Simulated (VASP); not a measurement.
Cs: energy against strain

Cs (bcc, Im-3m, 108.213 Å³/atom and stress up to 0.01 GPa in the relaxed cell, cube axes along x, y and z) under an equal strain ε along x and y, with z held. PBEsol in VASP (plane waves, PAW), 480 eV, 10×10×10 Γ-centred mesh, Methfessel-Paxton smearing 0.10 eV.

Here s stands for strain and y for E less E0.

```csv
strain (%),E less E0 (meV/atom)
-3.00,?
-1.50,0.76
-1.00,0.38
-0.50,0.13
0.00,0.00
0.50,-0.01
1.00,0.11
1.50,0.33
```

Taking a parabola for y over the 7 complete rows: Least squares gives y = 0.000 - 0.1407·s + 0.2424·s². Residuals (row less fit): 0.004, -0.003, -0.001, 0.000, 0.000, 0.008, -0.004; standard error 0.005 (degrees of freedom: 4). Twice the quadratic coefficient over the volume, 2 × 0.2424 meV × 10⁴ × 0.1602 / 108.213 Å³, is the elastic constants 2(C11 + C12) = about 7.2 GPa.

**Question.** What does the fit predict for y at s = -3.00, and how far is the calculated value from it?

**Answer.** y = 0.000 - 0.1407 × (-3.0) + 0.2424 × (-3.0)² = 2.604 meV/atom. The calculation gives 2.76 meV/atom, 0.156 meV/atom above the prediction (5.6 % of the range of y in the table). The row lies outside the fitted rows, so this is an extrapolation. The scatter of the fitted rows lies at the last printed digit.

A polynomial of degree 3 through the 12 other runs of the series gives 2.73 there, so most of the miss is curvature that the fit leaves out. In a metal these values are sensitive to mesh and smearing; energies are taken to zero smearing, stresses follow the free energy. Rows are the converged runs of the series near zero and its far end, less any whose ions stayed unrelaxed beside relaxed ones; series whose fitted rows scatter by over a few per cent of the range, as at a crossing or softening among them, aren't shown in this form. Most that stay on the fit to the last digits aren't either.
